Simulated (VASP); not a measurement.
Data:

```xyz
2
Lattice="0.0000 2.8714 2.8714 2.8714 0.0000 2.8714 2.8714 2.8714 0.0000" Properties=species:S:1:pos:R:3 pbc="T T T"
Si     5.7428     2.8714     2.8714
Y      2.8714     2.8714     2.8714
```

The numbers are results of PBEsol GGA, VASP's PBE PAW potentials (set 64) (plane waves; VASP), not measurements. Run with 400 eV cut-off, 12×12×12 Γ-centred mesh, tetrahedra with Blöchl corrections, potentials Si Y_sv.

Predict the energy per atom (σ→0), band gap (on the k-mesh) with the smallest direct gap where there is one.

The band gap (on the k-mesh) comes out as none (metal, semimetal or under 0.01 eV) and the energy per atom (σ→0) comes out as -6.787 eV/atom.

Total energies compare only between runs with the same potentials, cut-off and functional.

The structure was generated: YSi was put into the rocksalt type (Fm-3m), which need not be its known phase. It was relaxed first, which changed the volume by -15 %. The electron count is odd and the run is not spin-polarised, which forces a metal.
